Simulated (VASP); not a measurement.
# 1T-SnSSe, 2 layers, AB: relaxation and electronic structure, part 2 of 3

Aim: model 1T-SnSSe, 2 layers, AB by a slab and find how far its highest filled level lies below the vacuum.

VASP 6.6.1; r2SCAN; plane waves and PAW (Se, Sn, S).

So far. Step 3 (Going on with the relaxation): The run ended after 2 ionic steps, 0.000 eV below its first step, once the forces on the free atoms met EDIFFG = -0.03.

### 4. Vacuum level and density of states

A static run writes the electrostatic potential without exchange and correlation (LVHAR), which is flat in the vacuum and gives the level to count from. The dipole correction cancels the field that unlike faces would set up across the vacuum.

The input, INCAR:

```
SYSTEM = SnSeS
PREC = Normal
ENCUT = 300
EDIFF = 1E-06
NELM = 120
ISMEAR = -1
SIGMA = 0.05
LREAL = .FALSE.
ALGO = Normal
METAGGA = R2SCAN
LASPH = .TRUE.
NBANDS = 32
LORBIT = 11
LWAVE = .TRUE.
LCHARG = .TRUE.
IDIPOL = 3
LDIPOL = .TRUE.
DIPOL = 0.5 0.5 0.502
LVHAR = .TRUE.
LVACPOTAV = .TRUE.
LELF = .TRUE.
NEDOS = 1500
```

The input, POSCAR:

```
SnSeS
1.0
    3.7850000000      0.0000000000      0.0000000000
   -1.8925000000      3.2779061533      0.0000000000
    0.0000000000      0.0000000000     24.1457420390
Se Sn S
2 2 2
Direct
    0.6666666667      0.3333333333      0.3055909651
    0.0000000000      0.0000000000      0.5712217042
    0.0000000000      0.0000000000      0.3710013207
    0.3333333333      0.6666666667      0.6367644377
    0.3333333333      0.6666666667      0.4301823105
    0.6666666667      0.3333333333      0.6959664799
```

The input, KPOINTS:

```
Automatic mesh
0
Gamma
9 9 1
0 0 0
```

Potentials, in the order of the species: Se, Sn and S (PBE family, release 64).

Launch:

```console
$ mpirun -np 2 vasp_std
```

The program printed:

```text
[banner, memory and clock lines left out]
running    2 mpi-ranks, on    1 nodes
 distrk:  each k-point on    2 cores,    1 groups
 distr:  one band on    1 cores,    2 groups

 POSCAR found type information on POSCAR SeSnS
 POSCAR found :  3 types and       6 ions
 [... a notice as in an earlier step ...]

 LDA part: xc-table for (None), standard interpolation
 POSCAR, INCAR and KPOINTS ok, starting setup
 FFT: planning ... GRIDC
 FFT: planning ... GRID_SOFT
 FFT: planning ... GRID
 WAVECAR not read
 entering main loop
       N       E                     dE             d eps       ncg     rms          rms(c)
DAV:   1     0.815452883880E+02    0.81545E+02   -0.81927E+03   768   0.503E+02
DAV:   2    -0.851272142999E+02   -0.16667E+03   -0.15818E+03  1088   0.130E+02
DAV:   3    -0.102254630853E+03   -0.17127E+02   -0.16855E+02   992   0.439E+01
DAV:   4    -0.102606732806E+03   -0.35210E+00   -0.35175E+00   976   0.762E+00
DAV:   5    -0.102614764096E+03   -0.80313E-02   -0.80309E-02  1008   0.116E+00    0.952E+00
DAV:   6    -0.968046301800E+02    0.58101E+01   -0.20274E+00   912   0.587E+00    0.772E+00
DAV:   7    -0.968138192630E+02   -0.91891E-02   -0.65952E-01   968   0.291E+00    0.165E+00
DAV:   8    -0.968069342961E+02    0.68850E-02   -0.33391E-02   976   0.845E-01    0.910E-01
DAV:   9    -0.968091471586E+02   -0.22129E-02   -0.67832E-03  1000   0.374E-01    0.184E-01
DAV:  10    -0.968092760080E+02   -0.12885E-03   -0.64491E-04   896   0.109E-01    0.886E-02
DAV:  11    -0.968095790445E+02   -0.30304E-03   -0.23661E-04   848   0.747E-02    0.226E-02
DAV:  12    -0.968096218423E+02   -0.42798E-04   -0.31806E-05  1000   0.282E-02    0.162E-02
DAV:  13    -0.968096571076E+02   -0.35265E-04   -0.94631E-06   832   0.139E-02    0.858E-03
DAV:  14    -0.968096971952E+02   -0.40088E-04   -0.68138E-06   904   0.140E-02    0.370E-03
DAV:  15    -0.968097231905E+02   -0.25995E-04   -0.58395E-06   880   0.109E-02    0.390E-03
DAV:  16    -0.968097514039E+02   -0.28213E-04   -0.28159E-06   856   0.696E-03    0.227E-03
DAV:  17    -0.968097723369E+02   -0.20933E-04   -0.21613E-06   832   0.537E-03    0.176E-03
DAV:  18    -0.968097811270E+02   -0.87901E-05   -0.47303E-07   752   0.401E-03    0.147E-03
DAV:  19    -0.968097850649E+02   -0.39379E-05   -0.40620E-07   728   0.381E-03    0.629E-04
DAV:  20    -0.968097893070E+02   -0.42422E-05   -0.35220E-07   656   0.345E-03    0.561E-04
DAV:  21    -0.968097912559E+02   -0.19489E-05   -0.15971E-07   688   0.226E-03    0.411E-04
DAV:  22    -0.968097896903E+02    0.15656E-05   -0.82471E-08   616   0.166E-03    0.349E-04
DAV:  23    -0.968097909251E+02   -0.12348E-05   -0.10053E-07   608   0.191E-03    0.348E-04
DAV:  24    -0.968097914237E+02   -0.49858E-06   -0.16723E-08   752   0.685E-04
|                                                                             |
|           W    W    AA    RRRRR   N    N  II  N    N   GGGG   !!!           |
|           W    W   A  A   R    R  NN   N  II  NN   N  G    G  !!!           |
|           W    W  A    A  R    R  N N  N  II  N N  N  G       !!!           |
|           W WW W  AAAAAA  RRRRR   N  N N  II  N  N N  G  GGG   !            |
|           WW  WW  A    A  R   R   N   NN  II  N   NN  G    G                |
|           W    W  A    A  R    R  N    N  II  N    N   GGGG   !!!           |
|                                                                             |
|     Did not find any points to average over, which means that no vacuum     |
|     field-free region was found. Please increase the size of  your cell     |
|     in the dimension of the dipole correction to obtain accurate            |
|     workfunction values.                                                    |
|                                                                             |

   1 F= -.96809791E+02 E0= -.96809790E+02  d E =-.296880E-05
 writing wavefunctions
```

Elapsed: 79 s, on 2 MPI ranks of Intel Xeon Platinum 8259CL at 2.50GHz (Skylake/Cascade Lake), shared host; peak memory 0.33 GiB.

Parts of OUTCAR (step 4):

```text
The static configuration has the point symmetry C_3v.

 Found     12 irreducible k-points:

   k-points           NKPTS =     12   k-points in BZ     NKDIM =     12   number of bands    NBANDS=     32

   NELECT =      32.0000    total number of electrons

 dipolmoment           0.000000      0.000000      0.037980 electrons x Angstroem

 E-fermi :  -1.2452

 k-point     1 :       0.0000    0.0000    0.0000
  band No.  band energies     occupation
    ...
     12      -2.5310      2.00000
     13      -2.0933      2.00000
     14      -2.0933      2.00000
     15      -1.8187      1.99998
     16      -1.8187      1.99998
     17      -0.0097      0.00000
     18       0.5557      0.00000
     19       1.7333      0.00000
     20       2.0280      0.00000
     21       3.1829      0.00000
    ...

 k-point     2 :       0.1111    0.0000    0.0000
  band No.  band energies     occupation
    ...
     12      -2.7661      2.00000
     13      -2.5346      2.00000
     14      -2.3690      2.00000
     15      -2.0937      2.00000
     16      -1.8178      1.99998
     17       0.5169      0.00000
     18       0.8869      0.00000
     19       2.3250      0.00000
     20       2.6147      0.00000
     21       3.1785      0.00000
    ...

  Total       -1.3114830     -1.3114830     -0.0985823      0.0000000     -0.0000000      0.0000000
  in kB       -7.0140730     -7.0140730     -0.5272380      0.0000000     -0.0000000      0.0000000
  external PRESSURE =      -4.8517947 kB  Pullay stress =       0.0000000 kB

 POSITION                                       TOTAL-FORCE (eV/Angst)
 -----------------------------------------------------------------------------------
      1.89250      1.09264      7.37872         0.000000     -0.000000     -0.008353
      0.00000      0.00000     13.79257        -0.000000     -0.000000      0.024281
      0.00000      0.00000      8.95810         0.000000      0.000000      0.004094
     -0.00000      2.18527     15.37515         0.000000     -0.000000     -0.007566
     -0.00000      2.18527     10.38707        -0.000000      0.000000      0.001856
      1.89250      1.09264     16.80463        -0.000000     -0.000000     -0.014311
 -----------------------------------------------------------------------------------
    total drift:                               -0.000013      0.000032     -0.000663

  FREE ENERGIE OF THE ION-ELECTRON SYSTEM (eV)
  ---------------------------------------------------
  free  energy   TOTEN  =       -96.8097914237 eV

  energy  without entropy=      -96.8097884549  energy(sigma->0) =      -96.80978994

 vacuum level on the upper side and lower side of the slab         4.983         4.429

[... 8 parts as in an earlier step ...]

[... 5 further parts left out ...]
```

Numbers from this step:

- electronic cycles: 24
- dipole moment: 0, 0, 0.03798 e·Å
- vacuum levels: 4.983, 4.429 eV
- ionisation potentials of the upper and lower face: 6.801, 6.247 eV
- electron affinities of the upper and lower face: 5.676, 5.123 eV

The density of states has structure finer than the step of the table below, so its rows give means over 1 eV, whole bins alone (the curve runs from -12.0 to 9.04 eV). Peaks (eV: height): total -1.0: 8.70, -0.6: 8.76, 6.4: 8.96, 9.0: 6.98; Se s -11.9: 2.26; Se p -2.5: 1.01, -2.2: 0.989, -0.6: 2.79, 2.5: 0.868; Sn s -7.1: 1.97, -6.3: 0.947, 2.2: 1.10, 2.5: 1.25; Sn p -2.5: 1.22, 5.1: 1.73, 5.5: 1.71, 6.3: 2.65.

Means over bins of 0.073 eV. The density of states by energy, zero at the valence-band top; means over each step; 7 of 8 lines; values in states/eV/cell:

| energy (eV) | total | Se s | Se p | Sn s | Sn p | Sn d | S s |
| --- | --- | --- | --- | --- | --- | --- | --- |
| -11 | 0.00240 | 8.3e-4 | 0 | 2.4e-5 | 5.6e-5 | 4.1e-5 | 6.9e-4 |
| -10 | 0 | 0 | 0 | 0 | 0 | 0 | 0 |
| -9 | 0 | 0 | 0 | 0 | 0 | 0 | 0 |
| -8 | 0.0564 | 5.9e-4 | 0.00366 | 0.0334 | 4.2e-5 | 1.4e-4 | 5.4e-4 |
| -7 | 2.21 | 0.0716 | 0.146 | 1.19 | 0.00955 | 0.0105 | 0.0685 |
| -6 | 1.39 | 0.110 | 0.0989 | 0.605 | 0.00761 | 0.00556 | 0.115 |
| -5 | 0.696 | 0.0364 | 0.0839 | 0.125 | 0.0921 | 0.00300 | 0.0394 |
| -4 | 3.09 | 0.0339 | 0.469 | 0.00387 | 0.731 | 0.0370 | 0.0306 |
| -3 | 3.97 | 0.0303 | 0.604 | 0.0136 | 0.874 | 0.0545 | 0.0290 |
| -2 | 3.66 | 0.0220 | 0.627 | 0.0120 | 0.645 | 0.0700 | 0.0252 |
| -1 | 6.40 | 0.0154 | 1.77 | 0.0142 | 0.225 | 0.311 | 0.00935 |
| 0 | 2.53 | 0.00240 | 0.920 | 9.1e-4 | 0.0476 | 0.149 | 0.00181 |
| 1 | 0.319 | 0.00146 | 0.0436 | 0.0884 | 0.00330 | 0.00983 | 0.00214 |
| 2 | 2.66 | 0.0115 | 0.452 | 0.707 | 0.0570 | 0.0519 | 0.0238 |
| 3 | 1.03 | 0.00551 | 0.188 | 0.271 | 0.0275 | 0.0168 | 0.0148 |
| 4 | 0.407 | 0.0223 | 0.0217 | 0.00315 | 0.148 | 0.00143 | 0.0172 |
| 5 | 3.38 | 0.101 | 0.217 | 0.0175 | 1.17 | 0.0185 | 0.101 |
| 6 | 5.87 | 0.0672 | 0.434 | 0.00830 | 1.89 | 0.125 | 0.0618 |
| 7 | 5.41 | 0.0243 | 0.331 | 0.0126 | 1.06 | 0.379 | 0.0242 |
| 8 | 3.53 | 0.00714 | 0.105 | 0.00613 | 0.116 | 0.373 | 0.00696 |

Zero at the Fermi level. Planar average of the electrostatic potential against height:

| height (Å) | planar average of the electrostatic potential (eV) |
| --- | --- |
| 0.0 | 5.95 |
| 0.5 | 5.68 |
| 1.0 | 5.68 |
| 1.5 | 5.68 |
| 2.0 | 5.68 |
| 2.5 | 5.68 |
| 3.0 | 5.68 |
| 3.5 | 5.68 |
| 4.0 | 5.67 |
| 4.5 | 5.67 |
| 5.0 | 5.65 |
| 5.5 | 5.53 |
| 6.0 | 5.00 |
| 6.5 | 2.65 |
| 7.0 | -4.65 |
| 7.5 | -6.74 |
| 8.0 | -5.97 |
| 8.5 | -6.96 |
| 9.0 | -8.52 |
| 9.5 | -6.71 |
| 10.0 | -7.98 |
| 10.5 | -8.54 |
| 11.0 | 0.0327 |
| 11.5 | 4.79 |
| 12.0 | 5.58 |
| 12.5 | 5.08 |
| 13.0 | 1.85 |
| 13.5 | -5.12 |
| 14.0 | -6.52 |
| 14.5 | -5.36 |
| 15.0 | -7.15 |
| 15.5 | -8.15 |
| 16.0 | -6.12 |
| 16.5 | -8.20 |
| 17.0 | -7.39 |
| 17.5 | 1.72 |
| 18.0 | 5.33 |
| 18.5 | 6.05 |
| 19.0 | 6.19 |
| 19.5 | 6.22 |
| 20.0 | 6.23 |
| 20.5 | 6.23 |
| 21.0 | 6.23 |
| 21.5 | 6.23 |
| 22.0 | 6.23 |
| 22.5 | 6.23 |
| 23.0 | 6.23 |
| 23.5 | 6.23 |
| 24.0 | 6.09 |

Density of states in the PAW spheres, an atom over height of the layer and energy from the Fermi level.

Ten even steps from '_' (0.00 states/eV) to '@' (1.42 states/eV), each cell a mean:
```
____________
____________
______..____
--__..##..==
##..++@@::##
@@::##==..++
--..==....::
....::..::--
::::::----==
--====::----
::----::--::
..::::..::::
..::::..::..
..::..::--::
..::..__..__
____________
________..__
__::..__..__
__..____::__
__::____::__
__--__..++..
..**..__--__
```
Columns: height of the layer (Å) from 7.4 to 16.8 (not evenly spaced); rows upwards: energy from the Fermi level (eV) from -7.9 to 0.5.

ELF in the ca plane at fractional y = 0.000, with atoms of Se and Sn within 0.2 Å of it. It is the smooth field of the valence electrons, not physical close to the nuclei.

Ten even steps from '0' (0.00) to '9' (0.92), each cell a mean:
```
00000000000000000000147887752100048997688620
00000000000000000012357777753210027999888521
00000000000001002345666655666541004788887433
00000000000000024677776423577764100234455446
00000000000000025788876312477876200000123467
00000000000002235678876322577775100122334456
00000000000000012466776544566653002577776434
00000000000000000123457777764310016899987521
00000000000000000001247887753100048998788520
00000000000000000000147887752000059996578620
```
Columns run along c (16.0 Å, from fractional 0.01 to 0.67 of the cell), rows up along a (3.8 Å). Atoms in or near the plane, at fractional coordinates: Se at (0.57, 0.00), Sn at (0.37, 0.00).

Valence density in the ca plane at fractional y = 0.000, with atoms of Se and Sn within 0.2 Å of it. It is the smooth field of the valence electrons, not physical close to the nuclei.

Values in e/Å³, 6 rows by 16 columns, each cell a mean:
```
0.00 0.00 0.00 0.00 0.01 0.06 0.18 0.08 0.16 0.04 0.05 0.55 0.62 0.36 0.06 0.04
0.00 0.00 0.00 0.00 0.02 0.14 0.23 0.20 0.22 0.10 0.03 0.20 0.45 0.23 0.16 0.14
0.00 0.00 0.00 0.00 0.04 0.25 0.26 0.14 0.27 0.18 0.03 0.04 0.12 0.18 0.32 0.32
0.00 0.00 0.00 0.00 0.04 0.22 0.25 0.16 0.26 0.16 0.03 0.07 0.17 0.19 0.28 0.27
0.00 0.00 0.00 0.00 0.02 0.10 0.22 0.19 0.20 0.07 0.03 0.32 0.63 0.27 0.11 0.09
0.00 0.00 0.00 0.00 0.01 0.05 0.17 0.02 0.15 0.04 0.05 0.60 0.41 0.38 0.05 0.03
```
Columns run along c (16.0 Å, from fractional 0.07 to 0.73 of the cell), rows up along a (3.8 Å). Atoms in or near the plane, at fractional coordinates: Se at (0.57, 0.00), Sn at (0.37, 0.00).

Electrostatic potential energy in the ca plane at fractional y = 0.000, with atoms of Se and Sn within 0.2 Å of it. With pseudopotentials it is smooth inside the atoms' cores, unlike the true potential.

Ten even steps from '0' (-36 eV) to '9' (4 eV), each cell a mean:
```
99999999999999999999862000158999998501006899
99999999999999999999974211378999999730158899
99999999999999999999887545789999999987788888
99999999999999999998888888888999999999988667
99999999999999999988888999888899999999987556
99999999999999999998888888888899999999987667
99999999999999999998888767888999999998888778
99999999999999999999986323579999999863478889
99999999999999999999973100258999999600027899
99999999999999999999862000148999998403106899
```
Columns run along c (16.0 Å, from fractional 0.01 to 0.67 of the cell; values clipped at the 3rd and 97th percentile), rows up along a (3.8 Å). Atoms in or near the plane, at fractional coordinates: Se at (0.57, 0.00), Sn at (0.37, 0.00).

The map of layer states is cut here 0.5 eV above the Fermi level, so it leaves out the states above that.

The vacuum level lies 6.80 eV above the highest filled level at the upper face; the two faces differ by 0.55 eV, the step that the slab's dipole of 0.038 e·Å makes.

VASP counts the dipole in electrons times Å, so a positive number points the physical dipole along −c.

The program found no field-free point at its default tolerance, but its printed level agrees with the flat part of the planar average.

### 5. Tunnelling image, filled states within 1 eV

A partial density over this window, at constant height above the top atom, is the Tersoff-Hamann picture of a tunnelling image.

The input, INCAR:

```
SYSTEM = SnSeS
PREC = Normal
ENCUT = 300
EDIFF = 1E-05
NELM = 120
ISMEAR = -1
SIGMA = 0.05
LREAL = .FALSE.
ALGO = Normal
METAGGA = R2SCAN
LASPH = .TRUE.
NBANDS = 32
LWAVE = .FALSE.
LCHARG = .FALSE.
ISTART = 1
LPARD = .TRUE.
NBMOD = -2
EINT = -2.818 -1.798
LSEPB = .FALSE.
LSEPK = .FALSE.
```

POSCAR is that of step 4.

KPOINTS is that of step 4.

The WAVECAR or CHGCAR of an earlier step is read.

Launch:

```console
$ mpirun -np 2 vasp_std
```

The program printed:

```text
[banner, memory and clock lines left out]
running    2 mpi-ranks, on    1 nodes
 distrk:  each k-point on    2 cores,    1 groups
 distr:  one band on    1 cores,    2 groups

 POSCAR found type information on POSCAR SeSnS
 POSCAR found :  3 types and       6 ions
|                                                                             |
|               ----> ADVICE to this user running VASP <----                  |
|                                                                             |
|     You enforced a specific xc type in the INCAR file but a different       |
|     [... a line on the potential file left out ...]
|     I HOPE YOU KNOW WHAT YOU ARE DOING!                                     |
|                                                                             |

 LDA part: xc-table for (None), standard interpolation
 found WAVECAR, reading the header
 POSCAR, INCAR and KPOINTS ok, starting setup
 FFT: planning ... GRIDC
 FFT: planning ... GRID_SOFT
 FFT: planning ... GRID
 reading WAVECAR
 the WAVECAR file was read successfully
Calculating partial charge density.
NDMOD =  -2
Energy range energy from INCAR:   -2.818  -1.798
No KPOINTS given: use all of them.

*****************************************************
* Parameters from pardens
*****************************************************

NBMOD is set to  -2
Selected energy range (EINT)   -2.8180  -1.7980
Selected all k-points to calculate charge density.
k-point no.    1; bands inside the range    7
  10  11  12  13  14  15  16
k-point no.    2; bands inside the range    5
  12  13  14  15  16
k-point no.    3; bands inside the range    3
  14  15  16
k-point no.    4; bands inside the range    3
  14  15  16
k-point no.    5; bands inside the range    4
  13  14  15  16
k-point no.    6; bands inside the range    4
  13  14  15  16
k-point no.    7; bands inside the range    3
  14  15  16
k-point no.    8; bands inside the range    3
  14  15  16
k-point no.    9; bands inside the range    4
  13  14  15  16
k-point no.   10; bands inside the range    2
  15  16
k-point no.   11; bands inside the range    3
  14  15  16
k-point no.   12; bands inside the range    3
  14  15  16
Finished calculating partial charge density.
VASP will stop now.
```

Wall time 3 s (2 MPI ranks); 2.6 s of CPU time.

Parts of OUTCAR (step 5):

```text
   NELECT =      32.0000    total number of electrons

[... 8 parts as in an earlier step ...]

[... 2 further parts left out ...]
```

Local density of states in the window along a and b. Constant height, 2.5 Å above the top atom.

Ten even steps from '0' (1.27 × 1e-4 e/Å³) to '9' (9.91 × 1e-4 e/Å³), each cell a mean:
```
00000001111222222222211100000000
00000000111111111111111000000000
00000000001111111110000000000000
00000000000000000000000000000000
11100000000000000000000111111111
11110000000000000000111111222211
21111000000000000011112222222222
22111000000000001112223333443333
32211000000000011223344445554443
32211000000001112334455666665544
32211000000011223445667777766544
32211000000112334566788888776554
32111000001123345677899998876544
22110000011233456788999998876543
21100000112234567889999998765433
11000000112344567899999887654432
10000001122345667889988876543321
00000001122345667788877665433211
00000001123345566677666544322110
00000001122344555665554433211000
00000001122334444444433222110000
00000001112233333333322211000000
```
Columns: along a (fractional) from 0 to 0.969; rows upwards: along b (fractional) from 0 to 0.969.

(Continued in part 3 of 3.)

[Lines on the potential files, build, host, timing and source positions are cut from VASP's logs without a mark.]

[Logs are printed without paths, hosts, clocks, repeated set-up lines and the standing remarks that a program may print on its own settings, such as how far it seeks lower states.]

[Hosts, paths, dates, database ids (printed as entryN), source tags and the programs' standing remarks are cut or masked in the printed files.]

[In band tables of VASP the shares of atoms and orbitals are scaled to a sum of 1 inside the atoms' spheres.]

[Runs that stopped without an error message from VASP are left out.]
